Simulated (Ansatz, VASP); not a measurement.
# GaSb: VASP beside Ansatz, part 3 of 3

Aim: how closely do two programs agree when they are given the same cell, functional and k mesh? The structure shown is the end of the Ansatz relaxation below.

VASP 6.6.1 and Ansatz 0.2.0.

So far: Set-up; Ansatz: relaxation, r2SCAN; VASP: single point, r2SCAN.

## Step 3: VASP: single point, r2SCAN (continued)

Level of this step: r2SCAN; plane waves and PAW (Ga_d, Sb) (VASP).

Numbers of over 12 decimals in the logs are rounded to 6 here.

OUTCAR, selected parts (step 3):

```text
ion  position               nearest neighbor table
   1  0.000  0.000  0.000-   2 2.65   2 2.65   2 2.65   2 2.65
   2  0.750  0.750  0.750-   1 2.65   1 2.65   1 2.65   1 2.65

  LATTYP: Found a body centered tetragonal cell.
 ALAT       =     4.2940056592
 C/A-ratio  =     1.4404988606

 Subroutine GETGRP returns: Found  2 space group operations
 (whereof  2 operations were pure point group operations)

The static configuration has the point symmetry C_1h.

   k-points           NKPTS =   1728   k-points in BZ     NKDIM =   1728   number of bands    NBANDS=     15

   dimension x,y,z NGX =    36 NGY =   36 NGZ =   36
   dimension x,y,z NGXF=    72 NGYF=   72 NGZF=   72

   ENCUT  =  550.0 eV  40.42 Ry    6.36 a.u.   8.29  8.29  8.21*2*pi/ulx,y,z

   NELECT =      18.0000    total number of electrons

 k-points in reciprocal lattice and weights: Points of the shifted mesh
   0.04166667  0.04166667  0.04166667       0.001
   0.04166667  0.04166667  0.12500000       0.001
   0.04166667  0.04166667  0.20833333       0.001
   0.04166667  0.04166667  0.29166667       0.001
   0.04166667  0.04166667  0.37500000       0.001
   0.04166667  0.04166667  0.45833333       0.001
   0.04166667  0.04166667  0.54166667       0.001
   0.04166667  0.04166667  0.62500000       0.001
   0.04166667  0.04166667  0.70833333       0.001
[...]
0.95833333  0.95833333  0.87500000       0.001
   0.95833333  0.95833333  0.95833333       0.001

 average (electrostatic) potential at core
       1 -70.5051       2 -92.7452

 E-fermi :   5.0771

 k-point     1 :       0.0417    0.0417    0.0417
  band No.  band energies     occupation
    ...
      5     -10.7189      2.00000
      6      -7.2162      2.00000
      7       4.2238      2.00000
      8       4.6545      2.00000
      9       4.7294      2.00000
     10       5.5853      0.00000
     11       7.7338      0.00000
     12       7.7387      0.00000
     13       7.8082      0.00000
     14      11.1927      0.00000
    ...

 k-point     2 :       0.0417    0.0417    0.1250
  band No.  band energies     occupation
    ...
      5     -10.7188      2.00000
      6      -7.1143      2.00000
      7       3.1847      2.00000
      8       4.2577      2.00000
      9       4.6722      2.00000
     10       6.1375      0.00000
     11       7.8328      0.00000
     12       7.8795      0.00000
     13       8.4169      0.00000
     14      11.7063      0.00000
    ...

 k-point     3 :       0.0417    0.0417    0.2083
  band No.  band energies     occupation
    ...
      5     -10.7187      2.00000
      6      -6.8669      2.00000
      7       1.7508      2.00000
      8       3.8926      2.00000
      9       4.4164      2.00000
     10       6.1708      0.00000
     11       8.1904      0.00000
     12       8.3845      0.00000
     13       9.3958      0.00000
     14      12.4800      0.00000
    ...

  Total        0.3551795      0.3551795      0.0155201     -0.0010053     -0.0008092     -0.0008093
  in kB        9.9790166      9.9790166      0.4360492     -0.0282444     -0.0227361     -0.0227379
  external PRESSURE =       6.7980275 kB  Pullay stress =       0.0000000 kB

  energy-cutoff  :      550.00
  volume of cell :       57.03
      direct lattice vectors                 reciprocal lattice vectors
     0.000000000  3.036320520  3.092755130    -0.164672997  0.164672997  0.161668150
     3.036320520  0.000000000  3.092755130     0.164672997 -0.164672997  0.161668150
     3.036320520  3.036320520  0.000000000     0.164672997  0.164672997 -0.161668150

 POSITION                                       TOTAL-FORCE (eV/Angst)
 -----------------------------------------------------------------------------------
      0.00004      0.00004      0.00006        -0.000072     -0.000072     -0.000062
      4.55444      4.55444      4.63908         0.000072      0.000072      0.000062
 -----------------------------------------------------------------------------------
    total drift:                               -0.000025     -0.000025     -0.000000

  FREE ENERGIE OF THE ION-ELECTRON SYSTEM (eV)
  ---------------------------------------------------
  free  energy   TOTEN  =       -37.6030861047 eV

  energy  without entropy=      -37.6030861047  energy(sigma->0) =      -37.60308610

 total charge
# of ion       s       p       d       tot
------------------------------------------
    1        0.875   0.772   9.965  11.612
    2        1.105   1.360   0.029   2.494
--------------------------------------------------
tot          1.980   2.132   9.994  14.106

[... 3 further parts left out ...]
```

The run ends at a pressure of 0.68 GPa, with forces up to 1.2e-4 eV/Å.

## Step 4: Differences

Known differences besides the potentials themselves: VASP keeps PBE cores, Ansatz makes them for the functional; the data sets hold 28 valence electrons in Ansatz (on its PAW soft_1 files) and 18 in VASP; the cutoff is 500 eV in Ansatz and 550 eV in VASP; Ansatz's pressure holds a Pulay correction, VASP's none. Total energies have different zeros and are not compared.

Both answers:

| quantity | Ansatz | VASP | difference |
| --- | --- | --- | --- |
| pressure (GPa) | 0.63 | 0.68 | -0.05 |
| gap on the k mesh (eV) | 0.713 | 0.695 | +0.017 |

A gap on the mesh is an upper bound, since the band edges may lie between its points.

## Step 5: Summary of results

```
difference in gap on the k mesh (single point, r2SCAN) : 0.017 eV
```

In words: The difference in gap on the k mesh is 0.017 eV (single point, r2SCAN), within the 0.08 eV picked in this series as the mark of a large difference. The data sets hold unlike numbers of valence electrons (28 in Ansatz and 18 in VASP), so part of the differences comes from the potentials. Such differences can come from data sets, numerical settings and the points named under the comparisons, not from the functional's error against experiment.

[Lines on the potential files, build, host, timing and source positions are cut from VASP's logs without a mark.]

[Logs are printed without paths, hosts, clocks, repeated set-up lines and the standing remarks that a program may print on its own settings, such as how far it seeks lower states.]

[Hosts, paths, dates, database ids (printed as entryN), source tags and the programs' standing remarks are cut or masked in the printed files.]
